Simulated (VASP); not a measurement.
```yaml
crystal:
  lattice:
    - [0.00000, 2.34528, 2.34528]
    - [2.34528, 0.00000, 2.34528]
    - [2.34528, 2.34528, 0.00000]
  atoms:
    - { symbol: Li, position: [0.25000, 0.25000, 0.25000] }
    - { symbol: Li, position: [0.75000, 0.75000, 0.75000] }
    - { symbol: O, position: [0.00000, 0.00000, 0.00000] }
```

Computed with RPBE GGA, VASP's PBE PAW potentials (set 64) (plane waves; VASP). Settings: 520 eV cut-off, Gaussian smearing of 0.050 eV, potentials Li_sv O.

Estimate the band gap (along the path) with the smallest direct gap where there is one.

```
Property                                Value
------------------------------------  -------
band gap (along the path)             5.01 eV
smallest direct gap (along the path)  5.05 eV
```

Only differences to runs with the same potentials and settings are physical.

The compound is Li2O in the antifluorite structure. It was relaxed first.
